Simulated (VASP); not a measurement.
Calculation: r2SCAN meta-GGA, VASP's PBE PAW potentials (set 64) (plane waves; VASP).

The input files of a VASP run:

File KPOINTS:
```
Regular mesh
0
gamma
8 8 4
0 0 0
```

POSCAR:
```
AlN
1
    1.5528466574    -2.6896093012     0.0000000000
    1.5528466574     2.6896093012     0.0000000000
    0.0000000000     0.0000000000     4.9738822646
Al N
2 2
Direct
  0.6666670000   0.3333330000   0.5000726666
  0.3333330000   0.6666670000   0.0000726666
  0.6666670000   0.3333330000   0.8819273334
  0.3333330000   0.6666670000   0.3819273334
```

INCAR:
```
SYSTEM = AlN
PREC = Accurate; ENCUT = 600; LREAL = F
LASPH = T
EDIFF = 1E-7; NELM = 100; ALGO = Normal
LMIXTAU = T
ISMEAR = 0; SIGMA = 0.05
METAGGA = R2SCAN
IBRION = 2; NSW = 40; ISIF = 3
EDIFFG = -0.01; PSTRESS = 200
LWAVE = F; LCHARG = F
```

POTCAR, in this order: Al N (PBE.64 set). Program: vasp_std.

Energy and stress use the plane-wave basis of the starting cell.

Problem. Estimate the energy per atom (σ→0), volume per atom.

Solution. 
```json
{
  "energy per atom (σ→0)": "-9.567 eV/atom",
  "volume_per_atom": "9.58 Å^3/atom"
}
```

File OSZICAR:
```
...
DAV:   5    -0.382672022030E+02    0.12045E-04   -0.26210E-05   720   0.785E-02    0.456E-03
DAV:   6    -0.382672138976E+02   -0.11695E-04   -0.97426E-06   720   0.432E-02    0.286E-03
DAV:   7    -0.382672146141E+02   -0.71648E-06   -0.65524E-07   836   0.107E-02    0.613E-04
DAV:   8    -0.382672155657E+02   -0.95161E-06   -0.15002E-07   496   0.581E-03    0.312E-04
DAV:   9    -0.382672150895E+02    0.47621E-06   -0.53522E-08   476   0.349E-03    0.219E-04
DAV:  10    -0.382672152551E+02   -0.16562E-06   -0.11874E-08   372   0.149E-03    0.102E-04
DAV:  11    -0.382672152533E+02    0.17872E-08   -0.29273E-09   360   0.594E-04
   8 F= -.33482091E+02 E0= -.33482091E+02  d E =-.406469E-03
```

The compound is AlN in the wurtzite structure. This run relaxes it under an external pressure of 20 GPa. Symmetry was kept, so distortions that lower it aren't found.
